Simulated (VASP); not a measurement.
Computed with LDA (Ceperley-Alder, Perdew-Zunger), VASP's LDA PAW potentials (set 64) (plane waves; VASP).

VASP input:

**INCAR**
```
NSW=40   ! most ionic steps
EDIFF=1E-6   ! SCF stop (eV)
LASPH=.True.
LREAL=.False.
ISMEAR=0   ! Gaussian
SYSTEM=KZnF3
ALGO=Normal   ! blocked Davidson
SIGMA=0.05
LMAXMIX=4   ! l cut-off of mixed one-centre charges
LWAVE=.False.
PSTRESS=450   ! kbar
LCHARG=.False.
ENCUT=620
PREC=Accurate
NELM=100   ! most electronic steps
ISIF=3
IBRION=2   ! conjugate gradients
EDIFFG=-0.02   ! ionic stop
```

**KPOINTS**
```
Automatic mesh
0
Gamma
6 6 6
0 0 0
```

### POSCAR
```
KZnF3
1
    3.7288834540     0.0000000000     0.0000000000
    0.0000000000     3.7288834540     0.0000000000
    0.0000000000     0.0000000000     3.7288834540
K Zn F
1 1 3
Direct
  0.0000000000   0.0000000000   0.0000000000
  0.5000000000   0.5000000000   0.5000000000
  0.5000000000   0.0000000000   0.5000000000
  0.0000000000   0.5000000000   0.5000000000
  0.5000000000   0.5000000000   0.0000000000
```

POTCAR, in this order: K_sv Zn F (LDA.64 set). Program: vasp_std.

The run wrote:

### OSZICAR
```
       N       E                     dE             d eps       ncg     rms          rms(c)
DAV:   1     0.516226399239E+03    0.51623E+03   -0.25980E+04  1000   0.247E+03
DAV:   2     0.179121050162E+02   -0.49831E+03   -0.48578E+03  1144   0.578E+02
DAV:   3    -0.230368455986E+02   -0.40949E+02   -0.40752E+02  1204   0.174E+02
DAV:   4    -0.241552041113E+02   -0.11184E+01   -0.11163E+01  1538   0.258E+01
DAV:   5    -0.241678697042E+02   -0.12666E-01   -0.12662E-01  1335   0.250E+00    0.194E+01
DAV:   6    -0.222253067074E+02    0.19426E+01   -0.69906E+00  1505   0.366E+01    0.131E+01
DAV:   7    -0.222402942441E+02   -0.14988E-01   -0.11922E+00  1079   0.837E+00    0.709E+00
DAV:   8    -0.222305298182E+02    0.97644E-02   -0.33905E-01  1388   0.112E+01    0.116E+00
DAV:   9    -0.222163473073E+02    0.14183E-01   -0.41703E-02  1504   0.532E+00    0.538E-01
DAV:  10    -0.222128956762E+02    0.34516E-02   -0.54686E-02  1517   0.578E+00    0.213E-01
DAV:  11    -0.222126579707E+02    0.23771E-03   -0.94432E-03  1483   0.167E+00    0.585E-02
DAV:  12    -0.222127069008E+02   -0.48930E-04   -0.89905E-04  1247   0.264E-01    0.274E-02
DAV:  13    -0.222126976793E+02    0.92216E-05   -0.62269E-05  1453   0.101E-01    0.880E-03
DAV:  14    -0.222126975881E+02    0.91135E-07   -0.76450E-06  1175   0.210E-02
   1 F= -.76501164E+01 E0= -.76501164E+01  d E =-.765012E+01
       N       E                     dE             d eps       ncg     rms          rms(c)
DAV:   1    -0.284784017124E+02   -0.62657E+01   -0.16371E+02  1179   0.173E+02    0.256E+01
DAV:   2    -0.209658830217E+02    0.75125E+01   -0.29134E+01  1333   0.607E+01    0.866E+00
DAV:   3    -0.202254128117E+02    0.74047E+00   -0.12649E+00  1330   0.148E+01    0.406E+00
DAV:   4    -0.200872948519E+02    0.13812E+00   -0.52399E-01  1829   0.801E+00    0.195E+00
DAV:   5    -0.200840154623E+02    0.32794E-02   -0.59764E-02  1313   0.317E+00    0.590E-01
DAV:   6    -0.200812172537E+02    0.27982E-02   -0.53519E-03  1751   0.248E+00    0.243E-01
DAV:   7    -0.200814193711E+02   -0.20212E-03   -0.41051E-03  1632   0.105E+00    0.954E-02
DAV:   8    -0.200813016489E+02    0.11772E-03   -0.94539E-04  1461   0.625E-01    0.308E-02
DAV:   9    -0.200813023166E+02   -0.66768E-06   -0.96002E-05  1531   0.119E-01    0.108E-02
DAV:  10    -0.200813014784E+02    0.83813E-06   -0.13139E-05  1466   0.381E-02    0.370E-03
DAV:  11    -0.200813013447E+02    0.13371E-06   -0.11257E-06   780   0.238E-02
   2 F= -.74735068E+01 E0= -.74735068E+01  d E =0.176610E+00
       N       E                     dE             d eps       ncg     rms          rms(c)
DAV:   1    -0.243131566060E+02   -0.42319E+01   -0.57263E+01  1161   0.102E+02    0.137E+01
DAV:   2    -0.218758433714E+02    0.24373E+01   -0.89760E+00  1249   0.358E+01    0.516E+00
DAV:   3    -0.215842498900E+02    0.29159E+00   -0.53488E-01  1300   0.194E+01    0.327E+00
DAV:   4    -0.215408824824E+02    0.43367E-01   -0.13426E-01  1683   0.432E+00    0.183E+00
DAV:   5    -0.215350154072E+02    0.58671E-02   -0.18002E-02  1538   0.118E+00    0.338E-01
DAV:   6    -0.215347042264E+02    0.31118E-03   -0.18965E-03  1621   0.177E+00    0.670E-02
DAV:   7    -0.215347244112E+02   -0.20185E-04   -0.44684E-04  1372   0.202E-01    0.487E-02
DAV:   8    -0.215347140323E+02    0.10379E-04   -0.12888E-04  1294   0.385E-01    0.130E-02
DAV:   9    -0.215347110319E+02    0.30005E-05   -0.17513E-05  1404   0.160E-01    0.403E-03
DAV:  10    -0.215347110406E+02   -0.87357E-08   -0.38071E-06   955   0.284E-02
   3 F= -.77982726E+01 E0= -.77982726E+01  d E =-.148156E+00
       N       E                     dE             d eps       ncg     rms          rms(c)
DAV:   1    -0.215191303590E+02    0.15581E-01   -0.10945E-02  1172   0.142E+00    0.189E-01
DAV:   2    -0.215186481975E+02    0.48216E-03   -0.18366E-03  1246   0.499E-01    0.665E-02
DAV:   3    -0.215185955018E+02    0.52696E-04   -0.92452E-05  1276   0.220E-01    0.362E-02
DAV:   4    -0.215185867621E+02    0.87397E-05   -0.28898E-05  1691   0.616E-02    0.199E-02
DAV:   5    -0.215185860845E+02    0.67758E-06   -0.38952E-06  1229   0.286E-02
   4 F= -.77983435E+01 E0= -.77983435E+01  d E =-.148227E+00
```

File OUTCAR:
```
------------------------ aborting loop because EDIFF is reached ----------------------------------------
  FORCE on cell =-STRESS in cart. coord.  units (eV):
  Direction    XX          YY          ZZ          XY          YZ          ZX
  --------------------------------------------------------------------------------------
  Total       13.7014339     13.7014339     13.7014339     -0.0000000      0.0000000     -0.0000000
  in kB      449.3831078    449.3831078    449.3831078     -0.0000000      0.0000000     -0.0000000
  external PRESSURE =      -0.6168922 kB  Pullay stress =     450.0000000 kB
  volume of cell :       48.85
      direct lattice vectors                 reciprocal lattice vectors
     3.655554695  0.000000000  0.000000000     0.273556295  0.000000000  0.000000000
    -0.000000000  3.655554695  0.000000000    -0.000000000  0.273556295  0.000000000
    -0.000000000 -0.000000000  3.655554695    -0.000000000 -0.000000000  0.273556295
 POSITION                                       TOTAL-FORCE (eV/Angst)
 -----------------------------------------------------------------------------------
      0.00000      0.00000      0.00000         0.000000      0.000000      0.000000
      1.82778      1.82778      1.82778        -0.000000     -0.000000      0.000000
      1.82778      0.00000      1.82778         0.000000     -0.000000      0.000000
     -0.00000      1.82778      1.82778        -0.000000     -0.000000      0.000000
      1.82778      1.82778      0.00000         0.000000      0.000000      0.000000
 -----------------------------------------------------------------------------------
    total drift:                                0.000000      0.000000     -0.000000
  FREE ENERGIE OF THE ION-ELECTRON SYSTEM (eV)
  ---------------------------------------------------
  free  energy   TOTEN  =       -21.5185860845 eV

  energy  without entropy=      -21.5185860845  energy(sigma->0) =      -21.51858608
  enthalpy is  TOTEN    =        -7.7983434991 eV   P V=       13.7202425854

 reached required accuracy - stopping structural energy minimisation
```
(Selected blocks of OUTCAR.)

File CONTCAR:
```
KZnF3
   1.00000000000000
     3.6555546948081989    0.0000000000000000    0.0000000000000000
    -0.0000000000000000    3.6555546948081989    0.0000000000000000
    -0.0000000000000000   -0.0000000000000000    3.6555546948081989
  K               Zn              F
     1     1     3
Direct
     0.0000000000000000    0.0000000000000000    0.0000000000000000
     0.5000000000000000    0.5000000000000000    0.5000000000000000
     0.5000000000000000    0.0000000000000000    0.5000000000000000
     0.0000000000000000    0.5000000000000000    0.5000000000000000
     0.5000000000000000    0.5000000000000000    0.0000000000000000
```

File OUTCAR:
```
 val. band max:        2.6966391452   @ k =   0.5000   0.5000   0.5000

 cond. band min:       7.2797342238   @ k =   0.0000   0.0000   0.0000


 Fermi energy:         3.0186986371

 k-point     1 :       0.0000    0.0000    0.0000
  band No.  band energies     occupation
      1     -25.5701      2.00000
      2     -21.5715      2.00000
      3     -20.4790      2.00000
      4     -20.4790      2.00000
      5      -9.3520      2.00000
      6      -9.3520      2.00000
      7      -9.3520      2.00000
      8      -4.3942      2.00000
      9      -4.3942      2.00000
     10      -4.3942      2.00000
     11      -1.8647      2.00000
     12      -1.8647      2.00000
     13      -1.8647      2.00000
     14      -1.7695      2.00000
     15      -1.7695      2.00000
     16      -1.7695      2.00000
     17      -1.1945      2.00000
     18      -1.1945      2.00000
     19      -1.1945      2.00000
     20      -1.0029      2.00000
     21      -1.0029      2.00000
     22       7.2797      0.00000
     23       9.3498      0.00000
     24       9.3498      0.00000
     25      12.3895      0.00000

 k-point     2 :       0.1667    0.0000    0.0000
  band No.  band energies     occupation
      1     -25.5292      2.00000
      2     -21.5501      2.00000
      3     -20.5362      2.00000
      4     -20.4734      2.00000
      5      -9.3025      2.00000
      6      -9.3025      2.00000
      7      -9.2917      2.00000
      8      -4.8446      2.00000
      9      -4.4014      2.00000
     10      -4.4014      2.00000
     11      -2.4877      2.00000
     12      -2.4877      2.00000
     13      -1.9443      2.00000
     14      -1.8875      2.00000
     15      -1.8608      2.00000
     16      -1.5100      2.00000
     17      -1.5100      2.00000
     18      -1.0025      2.00000
     19      -0.9124      2.00000
     20      -0.9124      2.00000
     21      -0.1523      2.00000
     22       7.9074      0.00000
     23       9.7039      0.00000
...
```

Energy and stress use the plane-wave basis of the starting cell.

The compound is KZnF3 in the cubic perovskite structure. This run relaxes it under an external pressure of 45 GPa. Symmetry was kept, so distortions that lower it aren't found.
